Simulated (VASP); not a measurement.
Consider the following.

```
CELL_PARAMETERS angstrom
     -2.00092     2.00092     4.71028
      2.00092    -2.00092     4.71028
      2.00092     2.00092    -4.71028
ATOMIC_POSITIONS crystal
  Ho 0.00000 0.00000 0.00000
  P  0.37613 0.37613 0.00000
  P  0.62387 0.62387 0.00000
  Ru 0.25000 0.75000 0.50000
  Ru 0.75000 0.25000 0.50000
```

The numbers are results of PBEsol GGA, VASP's PBE PAW potentials (set 64) (plane waves; VASP), not measurements. Run with 400 eV cut-off, 12×12×12 Γ-centred mesh, tetrahedra with Blöchl corrections, potentials Ho_3 P Ru_pv.

The 4f electrons are frozen in the core of the lanthanide potential, so 4f levels, which can set the real gap, and their magnetism are missing.

Question: What does the run give for the energy per atom (σ→0), band gap (on the k-mesh) with the smallest direct gap where there is one?

Answer: 
The band gap (on the k-mesh) is none (metal, semimetal or under 0.01 eV) and the energy per atom (σ→0) is -8.466 eV/atom.

Only differences to runs with the same potentials and settings are physical.

The structure comes from a computed database's HoRu2P2 entry (I4/mmm); how it stands against other phases isn't given here. It was relaxed first. The electron count is odd and the run is not spin-polarised, which forces a metal.
